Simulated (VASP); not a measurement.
Write the native input for VASP 6.6.1 that does the following.

| Property | Result |
| --- | --- |
| Task | relaxation of cell and atoms |
| Functional | PBE |
| Potentials or basis | VASP PAW PBE potentials, release 64 (Hf_pv, O) |
| Cutoff | 600 eV |
| k mesh | 6 × 6 × 4 |
| Occupations | fermi-dirac, width 0.05 eV |
| Spin | no spin polarisation |
| Further INCAR settings | ALGO = Fast; EDIFF = 1e-06; IBRION = 2; EDIFFG = -0.005; NSW = 40; ISIF = 3 |

The structure of HfO2 lies in POSCAR:

```
HfO2
1.0
    3.6043260000      0.0000000000      0.0000000000
    0.0000000000      3.6043260000      0.0000000000
    0.0000000000      0.0000000000      5.2635560000
Hf O
2 4
Direct
    0.5000000000      0.5000000000      0.5000000000
    0.0000000000      0.0000000000      0.0000000000
    0.0000000000      0.5000000000      0.6932930000
    0.5000000000      0.0000000000      0.8067070000
    0.5000000000      0.0000000000      0.3067070000
    0.0000000000      0.5000000000      0.1932930000
```

Measurements of this composition are mostly on another form, of space group No. 14.

The input as run:

INCAR

```
PREC = Accurate
ENCUT = 600
EDIFF = 1E-6
ISMEAR = -1
SIGMA = 0.05
LREAL = F
LASPH = T
NELM = 100
ALGO = Fast
ISIF = 3
LWAVE = F
LCHARG = F
GGA = PE
IBRION = 2
NSW = 40
EDIFFG = -0.005
KPAR = 8
```

KPOINTS

```
regular mesh
0
Gamma
  6 6 4
```

Potentials or basis: VASP PAW PBE potentials, release 64 (Hf_pv, O).

Command:

```sh
$ cat potpaw_PBE.64/Hf_pv/POTCAR potpaw_PBE.64/O/POTCAR > POTCAR
$ mpirun -np 8 vasp_std > vasp.out
```

It gave:

- Relaxed volume: 11.21 Å³/atom
- Relaxed cell: a = 3.587 Å, b = 3.587 Å, c = 5.226 Å, α = 90.00°, β = 90.00°, γ = 90.00°
- Space group after relaxing (to 0.05 Å): P4_2/nmc (No. 137)
- Energy gained by relaxing: 1.8 meV/atom
- Ionic steps: 14
- Pressure after relaxing: 0.0 GPa
- Band gap on the k mesh: 4.69 eV, indirect (least direct gap 4.76 eV)

Caveat: spin-orbit coupling is left out, which moves the levels of the heavy elements.

Wall time 91 s on 8 MPI ranks on Intel(R) Xeon(R) Platinum 8559C (Emerald Rapids) (shared host), peak memory 0.25 GiB a rank.
